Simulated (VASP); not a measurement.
These are TPSS meta-GGA, VASP's PBE PAW potentials (set 64) (plane waves; VASP) values and carry that method's errors.

A VASP calculation is set up with these files.

### INCAR
```
# general
SYSTEM  = GaN
PREC    = Accurate
ENCUT   = 520   # plane-wave cut-off (eV)
LREAL   = .FALSE.
LASPH   = .TRUE.   # aspherical one-centre terms

# electronic loop
EDIFF   = 1E-6   # SCF stop (eV)
NELM    = 100
ALGO    = Normal   # blocked Davidson
LMAXMIX = 4
LMIXTAU = .TRUE.

# smearing
ISMEAR  = 0
SIGMA   = 0.05

# functional
METAGGA = TPSS

# ions
IBRION  = 2   # conjugate gradients
NSW     = 60
ISIF    = 3   # ions, shape and volume
EDIFFG  = -0.02   # ionic stop

# output
LWAVE   = .FALSE.
LCHARG  = .FALSE.
```

POSCAR:
```
GaN
1
    1.5912219442    -2.7560772156     0.0000000000
    1.5912219442     2.7560772156     0.0000000000
    0.0000000000     0.0000000000     5.1801024123
Ga N
2 2
Direct
  0.6666670000   0.3333330000   0.5000334008
  0.3333330000   0.6666670000   0.0000334008
  0.6666670000   0.3333330000   0.8769665992
  0.3333330000   0.6666670000   0.3769665992
```

**KPOINTS**
```
Automatic mesh
0
Gamma
7 7 4
0 0 0
```

POTCAR, in this order: Ga_d N (PBE.64 set). Program: vasp_std.

Energy and stress use the plane-wave basis of the starting cell.

Q: What does the run give for the energy per atom (σ→0), volume per atom?

A: 
| Quantity | Value |
|---|---|
| energy per atom (σ→0) | -11012 meV/atom |
| volume per atom | 11.61 Å³/atom |

File OSZICAR:
```
...
DAV:   5    -0.440477927382E+02    0.96150E-03   -0.70699E-04  1476   0.242E-01    0.993E-02
DAV:   6    -0.440472815927E+02    0.51115E-03   -0.75646E-04  1418   0.279E-01    0.945E-03
DAV:   7    -0.440474605827E+02   -0.17899E-03   -0.11550E-04  1110   0.135E-01    0.777E-03
DAV:   8    -0.440474585923E+02    0.19904E-05   -0.47373E-06  1180   0.263E-02    0.514E-03
DAV:   9    -0.440474575623E+02    0.10300E-05   -0.10561E-05  1122   0.470E-02    0.217E-03
DAV:  10    -0.440474632472E+02   -0.56849E-05   -0.92731E-07   708   0.155E-02    0.106E-03
DAV:  11    -0.440474624455E+02    0.80166E-06   -0.26393E-07   534   0.530E-03
   3 F= -.44047462E+02 E0= -.44047462E+02  d E =-.131030E-01
```

The compound is GaN in the wurtzite structure. This run relaxes it. Symmetry was kept, so distortions that lower it aren't found. The start is the result of an earlier pass.
